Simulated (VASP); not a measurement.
## Tb₃Hg (space group Pm-3m): computed properties

Calculation: PBEsol GGA, VASP's PBE PAW potentials (set 64) (plane waves; VASP).

```
Quantity                                                                                                Value
----------------------------------  -------------------------------------------------------------------------
space group                                                                                       Pm-3m (221)
cell                                a = 4.713 Å, b = 4.713 Å, c = 4.713 Å, α = 90.00°, β = 90.00°, γ = 90.00°
volume per atom                                                                                 26.17 Å³/atom
band gap (over mesh and band path)                                   none (metal, semimetal or under 0.01 eV)
Hill bulk modulus                                                                                    53.9 GPa
Hill shear modulus                                                                                   22.7 GPa
Poisson's ratio                                                                                         0.315
density                                                                                           10.74 g/cm³
optical Γ-point spectrum                                                      38 (×3), 65 (×3), 137 (×3) cm⁻¹
C11                                                                                                  85.7 GPa
C12                                                                                                  38.1 GPa
C44                                                                                                  22.1 GPa
```

```
CELL_PARAMETERS angstrom
      4.71305     0.00000     0.00000
      0.00000     4.71305     0.00000
      0.00000     0.00000     4.71305
ATOMIC_POSITIONS crystal
  Tb 0.50000 0.00000 0.50000
  Tb 0.00000 0.50000 0.50000
  Tb 0.50000 0.50000 0.00000
  Hg 0.00000 0.00000 0.00000
```

The 4f electrons are frozen in the core of the lanthanide potential, so 4f levels, which can set the real gap, and their magnetism are missing. Finite-difference elastic constants of metals are sensitive to mesh and smearing; shear constants can be off by tens of GPa. Unless said otherwise, spin-orbit coupling is left out, though it shifts the bands of the heavy elements here.

The structure comes from a computed database's Tb3Hg entry (Pm-3m); how it stands against other phases isn't given here. It was relaxed first, which changed the volume by -7 %. Symmetry was kept, so distortions that lower it aren't found. The electron count is odd and the run is not spin-polarised, which forces a metal.
